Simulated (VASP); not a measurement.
Band gaps of MgCdTe2 (space group R3m) from VASP (PAW), without and with spin-orbit coupling. Semilocal levels are at their own relaxed cell, hybrids and mBJ at PBE's; 0.00 means no gap at that level.  Unless said otherwise, spin-orbit coupling is left out, though it shifts the bands of the heavy elements here.

The cell of the LDA run:

```cif
data_Cd3Mg3Te6
_chemical_formula_sum 'Mg3 Cd3 Te6'
_space_group_name_H-M_alt 'R3m :H'
_space_group_IT_number 160
_space_group_name_Hall 'R 3 -2"'
_cell_length_a 4.52259
_cell_length_b 4.52259
_cell_length_c 22.02156
_cell_angle_alpha 90.000
_cell_angle_beta 90.000
_cell_angle_gamma 120.000
loop_
_atom_site_label
_atom_site_type_symbol
_atom_site_symmetry_multiplicity
_atom_site_Wyckoff_symbol
_atom_site_fract_x
_atom_site_fract_y
_atom_site_fract_z
_atom_site_occupancy
Mg1 Mg 3 a 0.00000 0.00000 0.49909 1
Cd1 Cd 3 a 0.00000 0.00000 0.00045 1
Te1 Te 3 a 0.00000 0.00000 0.12644 1
Te2 Te 3 a 0.00000 0.00000 0.62403 1
```
(The calculation used a cell of 4 atoms; values per cell refer to that cell.)

```
level  gap without SOC (eV)  gap with SOC (eV)  shift (eV)
-----  --------------------  -----------------  ----------
LDA                    1.31                [?]         [?]
```

Question: Fill in the missing entries.

Answer: 
- LDA, gap with SOC (eV): 1.03
- LDA, shift (eV): -0.28

Only levels that ran to the end are used. Left out are those held back, those with too coarse a band path, GW runs whose mesh misses a band edge, hybrids' fits of cells that aren't cubic and levels without matching references; a question may draw on a part of the rest.

The structure comes from a computed database's MgCdTe2 entry (R3m); how it stands against other phases isn't given here. It was relaxed first, which changed the volume by -6 %. Symmetry was kept, so distortions that lower it aren't found.
